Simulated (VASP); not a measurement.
Here is the system:

```xyz
1
Lattice="-1.6550 1.6550 1.6550 1.6550 -1.6550 1.6550 1.6550 1.6550 -1.6550" Properties=species:S:1:pos:R:3 pbc="T T T"
Nb     0.0000     0.0000     0.0000
```

Computed with PW91 GGA, VASP's PBE PAW potentials (set 64) (plane waves; VASP). Numerical set-up: 520 eV cut-off, Gaussian smearing of 0.050 eV, potentials Nb_sv.

Q: Give the energies of bands 5 to 9 at the high-symmetry points, in eV from the Fermi level.

A: 
```csv
band,Γ,H,N,P
5,-5.86,-3.67,-3.67,-1.07
6,0.35,-3.67,-1.64,-1.07
7,0.35,5.54,2.32,-1.07
8,0.35,5.54,3.27,4.07
9,3.24,5.54,3.94,4.07
```

It has no gap at this level: it comes out as a metal or semimetal.

The compound is Nb in the bcc structure. It was relaxed first.
